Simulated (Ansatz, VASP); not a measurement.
## Rb4GeN2 in VASP and in Ansatz

```
Rb Ge N
1.0
    -4.46874    4.46874    4.12825
     4.46874   -4.46874    4.12825
     4.46874    4.46874   -4.12825
Rb Ge N
4 1 2
Direct
  0.18369 0.88001 0.69632
  0.18369 0.48738 0.30368
  0.88001 0.18369 0.69632
  0.48738 0.18369 0.30368
  0.88691 0.88691 0.00000
  0.92739 0.42739 0.50000
  0.42739 0.92739 0.50000
```

Alike in both runs: functional PBE; k mesh 4 × 4 × 4; occupations gaussian, width 0.1 eV; no spin polarisation.

Ansatz relaxed the structure, and its values are those at the end. VASP's run is a single point on that final structure, the one shown.

|  | VASP | Ansatz |
| --- | --- | --- |
| version | VASP 6.6.1 | Ansatz 0.2.0 |
| potentials or method | VASP PAW PBE potentials, release 64 (Rb_sv, Ge_d, N) | scalar-relativistic, plane waves, PAW |
| plane-wave cutoff (eV) | 520 | 420 |
| valence electrons in the cell | 60 | 60 |

```tsv
	VASP	Ansatz	Ansatz less VASP
gap on the k mesh at the Fermi level (eV)	none	none	-
pressure (GPa)	0.1	0.0	-0.04
rms of the force components (eV/Å)	0.014	0.006	-0.0083
```

A gap of «none» marks a metal or a gap that the smearing closes.
